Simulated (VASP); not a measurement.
Output of a VASP run:

File OSZICAR:
```
       N       E                     dE             d eps       ncg     rms          rms(c)
DAV:   1     0.704535470121E+02    0.70454E+02   -0.63868E+03    78   0.105E+03
DAV:   2    -0.146362946622E+01   -0.71917E+02   -0.69969E+02    93   0.219E+02
DAV:   3    -0.505196747064E+01   -0.35883E+01   -0.35789E+01    88   0.522E+01
DAV:   4    -0.507457486965E+01   -0.22607E-01   -0.22606E-01    83   0.461E+00
DAV:   5    -0.507470212487E+01   -0.12726E-03   -0.12725E-03    98   0.317E-01    0.562E+00
DAV:   6    -0.457794606554E+01    0.49676E+00   -0.10594E+00   114   0.272E+01    0.429E+00
DAV:   7    -0.453487854291E+01    0.43068E-01   -0.36721E-01    83   0.497E+00    0.185E+00
DAV:   8    -0.453994581067E+01   -0.50673E-02   -0.91837E-03    78   0.797E-01    0.697E-01
DAV:   9    -0.454230393710E+01   -0.23581E-02   -0.26730E-03    83   0.434E-01    0.973E-02
DAV:  10    -0.454260916294E+01   -0.30523E-03   -0.25987E-04    78   0.133E-01    0.266E-02
DAV:  11    -0.454266397068E+01   -0.54808E-04   -0.66580E-05    93   0.642E-02    0.468E-03
DAV:  12    -0.454266565825E+01   -0.16876E-05   -0.19940E-06    67   0.133E-02    0.232E-03
DAV:  13    -0.454266598231E+01   -0.32406E-06   -0.46253E-07    72   0.799E-03
   1 F= -.45426660E+01 E0= -.45426660E+01  d E =-.436276E-16
```

File OUTCAR:
```
------------------------ aborting loop because EDIFF is reached ----------------------------------------
  FORCE on cell =-STRESS in cart. coord.  units (eV):
  Direction    XX          YY          ZZ          XY          YZ          ZX
  --------------------------------------------------------------------------------------
  Total        2.3276522      2.3276522      2.3276522      0.0000000      0.0000000     -0.0000000
  in kB       82.0567338     82.0567338     82.0567338      0.0000000      0.0000000     -0.0000000
  external PRESSURE =      82.0567338 kB  Pullay stress =       0.0000000 kB
  volume of cell :       45.45
      direct lattice vectors                 reciprocal lattice vectors
     0.000000000  2.832445000  2.832445000    -0.176525934  0.176525934  0.176525934
     2.832445000  0.000000000  2.832445000     0.176525934 -0.176525934  0.176525934
     2.832445000  2.832445000  0.000000000     0.176525934  0.176525934 -0.176525934
  FREE ENERGIE OF THE ION-ELECTRON SYSTEM (eV)
  ---------------------------------------------------
  free  energy   TOTEN  =        -4.5426659823 eV

  energy  without entropy=       -4.5426659823  energy(sigma->0) =       -4.54266598
```
(Selected blocks of OUTCAR.)

**POSCAR**
```
ZnSe
1
    0.0000000000     2.8324450000     2.8324450000
    2.8324450000     0.0000000000     2.8324450000
    2.8324450000     2.8324450000     0.0000000000
Zn Se
1 1
Direct
  0.0000000000   0.0000000000   0.0000000000
  0.7500000000   0.7500000000   0.7500000000
```

### Question
Write an INCAR and KPOINTS that could have produced this output.

### Answer
One answer among several that fit: the input of the run itself, PBE GGA, plane waves, VASP's PBE PAW potentials (set 64).

### INCAR
```
PREC  =  Accurate
LMAXMIX  =  4   ! l cut-off of mixed one-centre charges
SIGMA  =  0.01   ! width (eV)
LCHARG  =  .FALSE.
GGA  =  PE   ! PBE
LWAVE  =  .FALSE.
LASPH  =  .TRUE.   ! aspherical one-centre terms
ISMEAR  =  0
ISIF  =  2
ENCUT  =  300   ! plane-wave cut-off (eV)
NELM  =  100
LREAL  =  .FALSE.   ! projection in real space or not
SYSTEM  =  ZnSe
EDIFF  =  1E-6
ALGO  =  Normal   ! blocked Davidson
```

**KPOINTS**
```
Automatic mesh
0
G
 2 2 2
0 0 0
```

POTCAR, in this order: Zn Se (PBE.64 set). Program: vasp_std.

At this cut-off the stress carries a Pulay error, which pulls relaxed volumes low.

The structure comes from a computed database's ZnSe entry; how it stands against other phases isn't given here. The cell was not relaxed at this level. The k-mesh is coarse (spacing up to 0.96 per Å, 2π included), so the numbers may not be converged in it. The run is one of a series of settings (KPOINTS 2×2×2 Γ-centred mesh against the base run), some of them coarse on purpose.
